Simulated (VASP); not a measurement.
Given:

```
Pd
1.0
    0.00000     1.93317     1.93317
    1.93317     0.00000     1.93317
    1.93317     1.93317     0.00000
Pd
1
Direct
  0.00000   0.00000   0.00000
```

All values below come from PBE GGA with D4 dispersion, VASP's PBE PAW potentials (set 64) (plane waves; VASP). Numerical set-up: 520 eV cut-off, 16×16×16 Γ-centred mesh, first-order Methfessel-Paxton smearing of 0.10 eV, potentials Pd.

Problem. Predict the energy per atom (σ→0), pressure, band gap (on the k-mesh) with the smallest direct gap where there is one.

Solution. 
band gap (on the k-mesh): none (metal, semimetal or under 0.01 eV)
energy per atom (σ→0): -5.691 eV/atom
pressure: 6.01 GPa

Total energies compare only between runs with the same potentials, cut-off and functional.

The compound is Pd in the fcc structure. This cell is one point of a volume scan, at 0.97 of the reference volume.
